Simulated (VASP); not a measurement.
The system is CsLaMg6.

```
La Cs Mg
1.0
     5.00070    0.00000    0.00000
     0.00000    3.92493    6.64447
     0.00000   -3.92493    6.64447
La Cs Mg
1 1 6
Direct
  0.50000 0.88735 0.88735
  0.50000 0.28757 0.28757
  0.00000 0.07654 0.07654
  0.00000 0.68922 0.68922
  0.00000 0.65608 0.25328
  0.00000 0.25328 0.65608
  0.50000 0.77944 0.38905
  0.50000 0.38905 0.77944
```

The cell comes from a database or a generator and needn't be the stable form of this composition.

```yaml
Program: VASP 6.6.1
Task: single point
Functional: PBE
Potentials_or_basis: VASP PAW PBE potentials, release 64 (La, Cs_sv, Mg)
Cutoff: 520 eV
k_mesh: 6 × 4 × 4
Occupations: fermi-dirac, width 0.05 eV
Spin: no spin polarisation
```

On this cell: pressure -0.1 GPa; largest force 0.116 eV/Å; band gap on the k mesh none (metal or under the smearing width).

The same run follows on a disturbed copy (atoms moved at random, drawn with an rms of 0.05 Å):

```
CELL_PARAMETERS angstrom
5.00070 0.00000 0.00000
0.00000 3.92493 6.64447
0.00000 -3.92493 6.64447
ATOMIC_POSITIONS crystal
La 0.49780 0.87906 0.89869
Cs 0.51015 0.29235 0.28522
Mg 0.00297 0.07614 0.08221
Mg 0.00193 0.68338 0.69835
Mg 0.00186 0.65014 0.25274
Mg 0.00394 0.25438 0.66396
Mg 0.50251 0.77444 0.39257
Mg 0.49837 0.39511 0.77341
```

Q: What changes?

A: The energy (extrapolated to zero smearing) moves by +3.1 meV/atom; pressure 0.0 GPa; largest force 0.241 eV/Å; band gap on the k mesh none (metal or under the smearing width).

Forces in eV/Å, atoms in the order of the input:
```
La   0.059  0.229 -0.049
Cs  -0.045 -0.114 -0.046
Mg   0.004 -0.103 -0.001
Mg  -0.027  0.021  0.040
Mg   0.016 -0.072  0.126
Mg  -0.052  0.123 -0.153
Mg  -0.014  0.078  0.060
Mg   0.059 -0.161  0.022
```

Stress tensor (GPa, compression positive):
```
-0.25  0.01  0.04
 0.01  0.15 -0.07
 0.04 -0.07  0.06
```
